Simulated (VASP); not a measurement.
All values below come from PBE GGA, VASP's PBE PAW potentials (set 64) (plane waves; VASP 6.6.1).

Input for VASP

**INCAR**
```
SYSTEM = FeSi
PREC = Accurate
ENCUT = 400
EDIFF = 1E-7
NELM = 100
ALGO = Normal
LREAL = .FALSE.
LASPH = .TRUE.
ISMEAR = -5
GGA = PE
LMAXMIX = 4
LWAVE = .FALSE.
LCHARG = .TRUE.
LORBIT = 11
NEDOS = 601
ISIF = 2
LEFG = .TRUE.
```

### KPOINTS
```
K-points
0
G
 6 6 6
0 0 0
```

POSCAR:
```
FeSi
4.4468160
  1.0000000346   0.0000000000   0.0000000000
  0.0000000000   1.0000000346   0.0000000000
  0.0000000000   0.0000000000   1.0000000346
Fe Si
4 4
Direct
  0.8633903453   0.6366096547   0.3633903453
  0.3633903453   0.8633903453   0.6366096547
  0.1366096547   0.1366096547   0.1366096547
  0.6366096547   0.3633903453   0.8633903453
  0.1590661058   0.3409338942   0.6590661058
  0.6590661058   0.1590661058   0.3409338942
  0.8409338942   0.8409338942   0.8409338942
  0.3409338942   0.6590661058   0.1590661058
```

POTCAR, in this order: Fe Si (PBE.64 set). Program: vasp_std.

Question: Predict the energy per atom (σ→0).

Answer: 
| Quantity | Value |
|---|---|
| energy per atom (σ→0) | -7.348 eV/atom |

OSZICAR:
```
...
DAV:  10    -0.587832268693E+02    0.85433E-02   -0.13918E-02  1737   0.119E+00    0.419E-01
DAV:  11    -0.587819810789E+02    0.12458E-02   -0.10019E-02  2178   0.115E+00    0.150E-01
DAV:  12    -0.587819058193E+02    0.75260E-04   -0.28346E-04  2177   0.154E-01    0.572E-02
DAV:  13    -0.587818995038E+02    0.63155E-05   -0.62231E-05  2161   0.631E-02    0.164E-02
DAV:  14    -0.587818986448E+02    0.85903E-06   -0.42135E-06  2071   0.213E-02    0.572E-03
DAV:  15    -0.587818988798E+02   -0.23504E-06   -0.10692E-06  2028   0.115E-02    0.173E-03
DAV:  16    -0.587818989303E+02   -0.50482E-07   -0.62811E-08   946   0.168E-03
   1 F= -.58781899E+02 E0= -.58781899E+02  d E =0.000000E+00
```

The compound is FeSi in the B20 structure. It was relaxed first. The run is not spin-polarised, so no magnetic state was tried.
